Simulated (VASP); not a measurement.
# Sr2Re (F-43m) in VASP: reference runs

Reference runs on Sr2Re: the cell as given.

All numbers are computed with VASP 6.6.1; they aren't measurements. Logs are shortened: lines on timing, memory, paths and dates and some standing lists are left out, and cuts for length are marked.

### 1 The structure

Symmetry: F-43m, No. 216, cubic system. The conventional cell has a = 6.599 Å, b = 6.599 Å, c = 6.599 Å, α = 90.00°, β = 90.00°, γ = 90.00°. Sr (site symmetry -43m) is surrounded by 4 Sr at 2.86 Å and 4 Re at 2.86 Å. Sr (site symmetry -43m) is surrounded by 4 Sr at 2.86 Å. Re (site symmetry -43m) is surrounded by 4 Sr at 2.86 Å.

The cell was built by a generator and needn't be a form met in nature.

### 2 Single point, PBE

File INCAR:

```
SYSTEM = Sr2Re
  PREC = Accurate
  ENCUT = 520
  EDIFF = 1E-7
  ISMEAR = -1
  SIGMA = 0.05
  LREAL = .False.
  LASPH = .True.
  NELM = 100
  ALGO = Normal
  ISIF = 2
  LWAVE = .False.
  LCHARG = .False.
  GGA = PE
  NBANDS = 20
```

File KPOINTS:

```
regular mesh
0
Gamma
  7 7 7
  0 0 0
```

File POSCAR:

```
Sr2Re
1.0
    0.0000000000      3.2995233600      3.2995233600
    3.2995233600      0.0000000000      3.2995233600
    3.2995233600      3.2995233600      0.0000000000
Sr Re
2 1
Direct
    0.2500000000      0.2500000000      0.2500000000
    0.5000000000      0.5000000000      0.5000000000
    0.0000000000      0.0000000000      0.0000000000
```

Potentials or basis: VASP PAW PBE potentials, release 64 (Sr_sv, Re).

Launch:

```
$ cat potpaw_PBE.64/Sr_sv/POTCAR potpaw_PBE.64/Re/POTCAR > POTCAR
$ mpirun -np 1 vasp_std > vasp.out
```

OUTCAR:

```text
SYSTEM = Sr2Re
   PREC = Accurate
   ENCUT = 520
   EDIFF = 1E-7
   ISMEAR = -1
   LREAL = .False.
   LASPH = .True.
   NELM = 100
   ISIF = 2
   GGA = PE

 ion  position               nearest neighbor table
   1  0.250  0.250  0.250-   3 2.86   3 2.86   3 2.86   2 2.86   2 2.86   2 2.86   3 2.86   2 2.86

   2  0.500  0.500  0.500-   1 2.86   1 2.86   1 2.86   1 2.86   3 3.30   3 3.30   3 3.30   3 3.30
                             3 3.30   3 3.30
   3  0.000  0.000  0.000-   1 2.86   1 2.86   1 2.86   1 2.86   2 3.30   2 3.30   2 3.30   2 3.30
                             2 3.30   2 3.30

  LATTYP: Found a face centered cubic cell.
 ALAT       =     6.5990467200

  Lattice vectors:

 A1 = (   0.0000000000,   3.2995233600,   3.2995233600)
 A2 = (   3.2995233600,   0.0000000000,   3.2995233600)
 A3 = (   3.2995233600,   3.2995233600,   0.0000000000)

Analysis of symmetry for initial positions (statically):
=====================================================================
 Subroutine PRICEL returns:
 Original cell was already a primitive cell.

 Routine SETGRP: Setting up the symmetry group for a
 face centered cubic supercell.

 Subroutine GETGRP returns: Found 24 space group operations
 (whereof 24 operations were pure point group operations)
 out of a pool of 48 trial point group operations.

The static configuration has the point symmetry T_d .

Analysis of symmetry for dynamics (positions and initial velocities):
=====================================================================
 Subroutine PRICEL returns:
 Original cell was already a primitive cell.

 Routine SETGRP: Setting up the symmetry group for a
 face centered cubic supercell.

 Subroutine GETGRP returns: Found 24 space group operations
 (whereof 24 operations were pure point group operations)
 out of a pool of 48 trial point group operations.

The dynamic configuration has the point symmetry T_d .

 Subroutine INISYM returns: Found 24 space group operations
 (whereof 24 operations are pure point group operations),
 and found     1 'primitive' translations

----------------------------------------------------------------------------------------

                                     Primitive cell

  volume of cell :      71.8429

  direct lattice vectors                    reciprocal lattice vectors
     0.000000000  3.299523360  3.299523360    -0.151537039  0.151537039  0.151537039
     3.299523360  0.000000000  3.299523360     0.151537039 -0.151537039  0.151537039
     3.299523360  3.299523360  0.000000000     0.151537039  0.151537039 -0.151537039

  length of vectors
     4.666230685  4.666230685  4.666230685     0.262469851  0.262469851  0.262469851

  position of ions in fractional coordinates (direct lattice)
     0.250000000  0.250000000  0.250000000
     0.500000000  0.500000000  0.500000000
     0.000000000  0.000000000  0.000000000

  ion indices of the primitive-cell ions
   primitive index   ion index
                 1           1
                 2           2
                 3           3

----------------------------------------------------------------------------------------

 KPOINTS: regular mesh

Automatic generation of k-mesh.
 Grid dimensions read from file:
 generate k-points for:    7    7    7

 Generating k-lattice:

  Cartesian coordinates                     Fractional coordinates (reciprocal lattice)
    -0.021648148  0.021648148  0.021648148     0.142857143  0.000000000  0.000000000
     0.021648148 -0.021648148  0.021648148     0.000000000  0.142857143  0.000000000
     0.021648148  0.021648148 -0.021648148     0.000000000  0.000000000  0.142857143

  Length of vectors
     0.037495693  0.037495693  0.037495693

  Shift w.r.t. Gamma in fractional coordinates (k-lattice)
     0.000000000  0.000000000  0.000000000

 Subroutine IBZKPT returns following result:
 ===========================================

 Found     20 irreducible k-points:

 Following reciprocal coordinates:
            Coordinates               Weight
  0.000000  0.000000  0.000000      1.000000
  0.142857  0.000000  0.000000      8.000000
  0.285714  0.000000  0.000000      8.000000
  0.428571  0.000000  0.000000      8.000000
  0.142857  0.142857  0.000000      6.000000
  0.285714  0.142857  0.000000     24.000000
[... 12 lines left out ...]
 -0.428571  0.428571  0.142857     24.000000
 -0.285714  0.428571  0.142857     24.000000
   k-points           NKPTS =     20   k-points in BZ     NKDIM =     20   number of bands    NBANDS=     20
   number of dos      NEDOS =    301   number of ions     NIONS =      3
   total plane-waves  NPLWV =  46656
   dimension x,y,z NGX =    36 NGY =   36 NGZ =   36
   dimension x,y,z NGXF=    72 NGYF=   72 NGZF=   72
   ions per type =               2   1
   NGX,Y,Z   is equivalent  to a cutoff of  12.83, 12.83, 12.83 a.u.
   NGXF,Y,Z  is equivalent  to a cutoff of  25.65, 25.65, 25.65 a.u.
 SYSTEM =  Sr2Re
   PREC   = accura    normal or accurate (medium, high low for compatibility)
   ISTART =      0    job   : 0-new  1-cont  2-samecut
   ICHARG =      2    charge: 1-file 2-atom 10-const
   ISPIN  =      1    spin polarized calculation?
   LNONCOLLINEAR =      F non collinear calculations
   LSORBIT =      F    spin-orbit coupling
   LASPH  =      T    aspherical Exc in radial PAW
   ENCUT  =  520.0 eV  38.22 Ry    6.18 a.u.   8.68  8.68  8.68*2*pi/ulx,y,z
   NELM   =    100;   NELMIN=  2; NELMDL= -5     # of ELM steps
   EDIFF  = 0.1E-06   stopping-criterion for ELM
   LREAL  =      F    real-space projection
   EDIFFG = 0.1E-05   stopping-criterion for IOM
   NSW    =      0    number of steps for IOM
   IBRION =     -1    ionic relax: 0-MD 1-quasi-New 2-CG
   NFREE  =      0    steps in history (QN), initial steepest desc. (CG)
   ISIF   =      2    stress and relaxation
   ISYM   =      2    0-nonsym 1-usesym 2-fastsym
   POTIM  = 0.5000    time-step for ionic-motion
   TEBEG  =    0.0;   TEEND  =   0.0 temperature during run
   PSTRESS=    0.0 pullay stress
   NELECT =      27.0000    total number of electrons
   NUPDOWN=      -1.0000    fix difference up-down
   EMIN   =  10.00;   EMAX   =-10.00  energy-range for DOS
   EFERMI =   0.00;   METHOD = LEGACY
   ISMEAR =    -1;   SIGMA  =   0.05  broadening in eV -4-tet -1-fermi 0-gaus
   EFERMI_NEDOS =   21; number of points for ismear=-14 and -15
   IALGO  =     38    algorithm
   IMIX   =      4    mixing-type and parameters
     AMIX     =   0.40;   BMIX     =  1.00
     AMIX_MAG =   1.60;   BMIX_MAG =  1.00
  volume/ion in A,a.u.               =      23.95       161.61
  Fermi-wavevector in a.u.,A,eV,Ry     =   1.181412  2.232546 18.990133  1.395735
  Thomas-Fermi vector in A             =   2.317686
   LORBIT       =      0    0 simple, 1 ext, 2 COOP (PROOUT), +10 PAW based schemes
   GGA     = PE    functional components
   LHFCALC =     F    Hartree Fock is set to
   AEXX    =    0.0000 exact exchange contribution
   IVDW    =     0    specifies the selected vdW correction
   LEPSILON=     F    determine dielectric tensor
   LRPA    =     F    only Hartree local field effects (RPA)
 non-spin polarized calculation
  energy-cutoff  :      520.00
  volume of cell :       71.84
 maximum number of plane-waves:      1948
   NGX = 17   NGY = 17   NGZ = 17

 number of electron      27.0000000 magnetization

 Free energy of the ion-electron system (eV)
  ---------------------------------------------------
  ext. energy  EPLUGINS =         0.00000000
  ---------------------------------------------------
  free energy    TOTEN  =        -9.01705608 eV

  energy without entropy =       -8.96122087  energy(sigma->0) =       -8.98913847

 E-fermi :   4.0171     XC(G=0): -10.4563

 val. band max:        3.9961390541   @ k =  -0.1429   0.1429   0.0000
 cond. band min:       4.0618505262   @ k =  -0.4286   0.2857   0.1429
 fundamental gap:      0.0657114721
 Fermi energy:         4.0171284073

 k-point     1 :       0.0000    0.0000    0.0000
  band No.  band energies     occupation
      1     -31.4341      2.00000
      2     -30.4142      2.00000
      3     -13.8683      2.00000
      4     -13.8683      2.00000
      5     -13.8683      2.00000
      6     -12.5250      2.00000
[... 12 lines left out ...]
     19       9.2520      0.00000
     20       9.5906      0.00000

 k-point     2 :       0.1429    0.0000    0.0000
  band No.  band energies     occupation
      1     -31.4061      2.00000
      2     -30.4455      2.00000
      3     -13.9108      2.00000
      4     -13.9108      2.00000
      5     -13.8860      2.00000
      6     -12.5104      2.00000
[... 12 lines left out ...]
     19       8.9507      0.00000
     20       8.9507      0.00000

 k-point     3 :       0.2857    0.0000    0.0000
  band No.  band energies     occupation
      1     -31.3358      2.00000
      2     -30.5230      2.00000
      3     -13.9970      2.00000
      4     -13.9970      2.00000
      5     -13.9399      2.00000
      6     -12.4561      2.00000
[... 12 lines left out ...]
     19       8.1523      0.00000
     20       8.1560      0.00000

 k-point     4 :       0.4286    0.0000    0.0000
  band No.  band energies     occupation
      1     -31.2682      2.00000
      2     -30.5963      2.00000
      3     -14.0591      2.00000
      4     -14.0591      2.00000
      5     -13.9944      2.00000
      6     -12.3945      2.00000
[... 12 lines left out ...]
     19       7.5264      0.00000
     20       7.8719      0.00000

 k-point     5 :       0.1429    0.1429    0.0000
  band No.  band energies     occupation
      1     -31.3965      2.00000
      2     -30.4562      2.00000
      3     -13.9583      2.00000
      4     -13.9583      2.00000
      5     -13.8076      2.00000
      6     -12.6106      2.00000
[... 12 lines left out ...]
     19       8.9962      0.00000
     20       9.0676      0.00000

 k-point     6 :       0.2857    0.1429    0.0000
  band No.  band energies     occupation
      1     -31.3389      2.00000
      2     -30.5198      2.00000
      3     -14.0620      2.00000
      4     -14.0424      2.00000
      5     -13.7701      2.00000
      6     -12.6472      2.00000
[... 12 lines left out ...]
     19       8.1997      0.00000
     20       8.6350      0.00000

 k-point     7 :       0.4286    0.1429    0.0000
  band No.  band energies     occupation
      1     -31.2660      2.00000
      2     -30.5989      2.00000
      3     -14.1788      2.00000
      4     -14.0987      2.00000
      5     -13.7670      2.00000
      6     -12.6168      2.00000
[... 12 lines left out ...]
     19       7.8117      0.00000
     20       8.3136      0.00000
[... 185 lines left out ...]
 k-point    16 :      -0.4286    0.4286    0.0000
  band No.  band energies     occupation
      1     -31.1725      2.00000
      2     -30.6992      2.00000
      3     -14.2813      2.00000
      4     -14.2271      2.00000
      5     -13.3750      2.00000
      6     -13.0477      2.00000
[... 12 lines left out ...]
     19       8.6809      0.00000
     20       8.8506      0.00000

 k-point    17 :       0.4286    0.2857    0.1429
  band No.  band energies     occupation
      1     -31.2773      2.00000
      2     -30.5869      2.00000
      3     -14.1971      2.00000
      4     -14.0950      2.00000
      5     -13.6708      2.00000
      6     -12.7292      2.00000
[... 12 lines left out ...]
     19       8.1790      0.00000
     20       8.6174      0.00000

 k-point    18 :      -0.4286    0.2857    0.1429
  band No.  band energies     occupation
      1     -31.2179      2.00000
      2     -30.6506      2.00000
      3     -14.2858      2.00000
      4     -14.1504      2.00000
      5     -13.5917      2.00000
      6     -12.7701      2.00000
[... 12 lines left out ...]
     19       8.1516      0.00000
     20       8.5042      0.00000

 k-point    19 :      -0.4286    0.4286    0.1429
  band No.  band energies     occupation
      1     -31.1874      2.00000
      2     -30.6833      2.00000
      3     -14.2739      2.00000
      4     -14.2288      2.00000
      5     -13.4162      2.00000
      6     -12.9788      2.00000
[... 12 lines left out ...]
     19       8.3675      0.00000
     20       9.0327      0.00000

 k-point    20 :      -0.2857    0.4286    0.1429
  band No.  band energies     occupation
      1     -31.1790      2.00000
      2     -30.6921      2.00000
      3     -14.3153      2.00000
      4     -14.2195      2.00000
      5     -13.4077      2.00000
      6     -12.9482      2.00000
[... 12 lines left out ...]
     19       8.2799      0.00000
     20       8.9152      0.00000

------------------------ aborting loop because EDIFF is reached ----------------------------------------

  FORCE on cell =-STRESS in cart. coord.  units (eV):
  Direction    XX          YY          ZZ          XY          YZ          ZX
  --------------------------------------------------------------------------------------
  -------------------------------------------------------------------------------------
  Total        6.9148224      6.9148224      6.9148224      0.0000000      0.0000000      0.0000000
  in kB      154.2083873    154.2083873    154.2083873      0.0000000      0.0000000      0.0000000
  external PRESSURE =     154.2083873 kB  Pullay stress =       0.0000000 kB

 VOLUME and BASIS-vectors are now :
 -----------------------------------------------------------------------------
  energy-cutoff  :      520.00
  volume of cell :       71.84
      direct lattice vectors                 reciprocal lattice vectors
     0.000000000  3.299523360  3.299523360    -0.151537039  0.151537039  0.151537039
     3.299523360  0.000000000  3.299523360     0.151537039 -0.151537039  0.151537039
     3.299523360  3.299523360  0.000000000     0.151537039  0.151537039 -0.151537039

 POSITION                                       TOTAL-FORCE (eV/Angst)
 -----------------------------------------------------------------------------------
      1.64976      1.64976      1.64976         0.000000      0.000000      0.000000
      3.29952      3.29952      3.29952         0.000000      0.000000      0.000000
      0.00000      0.00000      0.00000        -0.000000     -0.000000     -0.000000
 -----------------------------------------------------------------------------------
    total drift:                               -0.000000     -0.000000     -0.000000

  FREE ENERGIE OF THE ION-ELECTRON SYSTEM (eV)
  ---------------------------------------------------
  free  energy   TOTEN  =        -9.0170560762 eV

  energy  without entropy=       -8.9612208693  energy(sigma->0) =       -8.98913847
```

Wall time 29 s (1 thread of Intel Xeon Platinum 8488C (Sapphire Rapids), shared host); peak memory 0.21 GiB.

Results:

```yaml
Free_energy: -9.0171 eV
Pressure: 15.4 GPa
Band_gap_on_the_k_mesh: none (metal or under the smearing width)
```

Caveat: so large a pressure means that the cell lies far from this level's equilibrium, or that cutoff or potentials fall short. Spin-orbit coupling is left out, which matters for the levels of Re.
